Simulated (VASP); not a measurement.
```xyz
3
Lattice="0.0000 3.4636 3.4636 3.4636 0.0000 3.4636 3.4636 3.4636 0.0000" Properties=species:S:1:pos:R:3 pbc="T T T"
Sr     0.0000     0.0000     0.0000
Cl     1.7318     1.7318     1.7318
Cl     5.1954     5.1954     5.1954
```

All values below come from r2SCAN meta-GGA, VASP's PBE PAW potentials (set 64) (plane waves; VASP). Numerical set-up: 520 eV cut-off, 6×6×6 Γ-centred mesh, Gaussian smearing of 0.050 eV, potentials Sr_sv Cl.

**Question.** What does the run give for the energy per atom (σ→0), pressure, band gap (on the k-mesh) with the smallest direct gap where there is one?

**Answer.** 
```json
{
  "band gap (on the k-mesh)": "5.98 eV",
  "smallest direct gap (on the k-mesh)": "5.98 eV",
  "energy per atom (σ→0)": "-11.895 eV/atom",
  "pressure": "1.22 GPa"
}
```

Only differences to runs with the same potentials and settings are physical.

The compound is SrCl2 in the fluorite structure. This cell is one point of a volume scan, at 0.97 of the reference volume.
